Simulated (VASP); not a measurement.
Output of a VASP run:

### OSZICAR
```
       N       E                     dE             d eps       ncg     rms          rms(c)
DAV:   1     0.972843749091E+02    0.97284E+02   -0.70857E+03   638   0.122E+03
DAV:   2     0.152251816260E+01   -0.95762E+02   -0.88070E+02   745   0.287E+02
DAV:   3    -0.698071948742E+01   -0.85032E+01   -0.84468E+01   775   0.834E+01
DAV:   4    -0.715490250510E+01   -0.17418E+00   -0.17399E+00   732   0.131E+01
DAV:   5    -0.715885288120E+01   -0.39504E-02   -0.39502E-02   797   0.191E+00    0.192E+00
DAV:   6    -0.700529346050E+01    0.15356E+00   -0.30249E-01   742   0.448E+00    0.139E+00
DAV:   7    -0.699459900169E+01    0.10694E-01   -0.69299E-02   855   0.206E+00    0.921E-01
DAV:   8    -0.699798312888E+01   -0.33841E-02   -0.72556E-03   692   0.969E-01    0.235E-01
DAV:   9    -0.699791667709E+01    0.66452E-04   -0.18018E-04   764   0.130E-01    0.138E-01
DAV:  10    -0.699798508508E+01   -0.68408E-04   -0.25022E-04   698   0.117E-01    0.460E-02
DAV:  11    -0.699797637942E+01    0.87057E-05   -0.19281E-05   734   0.356E-02    0.145E-02
DAV:  12    -0.699797565350E+01    0.72592E-06   -0.34074E-06   677   0.125E-02    0.395E-03
DAV:  13    -0.699797585032E+01   -0.19682E-06   -0.10687E-07   713   0.256E-03    0.109E-03
DAV:  14    -0.699797585028E+01    0.34106E-10   -0.41397E-09   361   0.713E-04
   1 F= -.69979759E+01 E0= -.69979759E+01  d E =-.132558E-13
```

OUTCAR:
```
------------------------ aborting loop because EDIFF is reached ----------------------------------------
  FORCE on cell =-STRESS in cart. coord.  units (eV):
  Direction    XX          YY          ZZ          XY          YZ          ZX
  --------------------------------------------------------------------------------------
  Total        0.0289675      0.0289675      0.0289675      0.0000000      0.0000000     -0.0000000
  in kB        1.0616548      1.0616548      1.0616548      0.0000000      0.0000000     -0.0000000
  external PRESSURE =       1.0616548 kB  Pullay stress =       0.0000000 kB
  volume of cell :       43.72
      direct lattice vectors                 reciprocal lattice vectors
     0.000000000  2.795992757  2.795992757    -0.178827359  0.178827359  0.178827359
     2.795992757  0.000000000  2.795992757     0.178827359 -0.178827359  0.178827359
     2.795992757  2.795992757  0.000000000     0.178827359  0.178827359 -0.178827359
  FREE ENERGIE OF THE ION-ELECTRON SYSTEM (eV)
  ---------------------------------------------------
  free  energy   TOTEN  =        -6.9979758503 eV

  energy  without entropy=       -6.9979758503  energy(sigma->0) =       -6.99797585
```
(Selected blocks of OUTCAR.)

### POSCAR
```
NaCl
1
    0.0000000000     2.7959927569     2.7959927569
    2.7959927569     0.0000000000     2.7959927569
    2.7959927569     2.7959927569     0.0000000000
Na Cl
1 1
Direct
  0.0000000000   0.0000000000   0.0000000000
  0.5000000000   0.5000000000   0.5000000000
```

Q: Write an INCAR and KPOINTS that could have produced this output.

A: This is not unique; one that fits is the input of the run itself, PBEsol GGA, plane waves, VASP's PBE PAW potentials (set 64).

File KPOINTS:
```
Automatic mesh
0
gamma
 8 8 8
0 0 0
```

**INCAR**
```
ALGO=Normal
EDIFF=1E-7
ENCUT=480
GGA=PS
ISIF=2
ISMEAR=0
LASPH=.TRUE.
LCHARG=.FALSE.
LREAL=.FALSE.
LWAVE=.FALSE.
NELM=100
PREC=Accurate
SIGMA=0.05
SYSTEM=NaCl
```

POTCAR, in this order: Na_pv Cl (PBE.64 set). Program: vasp_std.

The compound is NaCl in the rock salt structure. It was relaxed first.
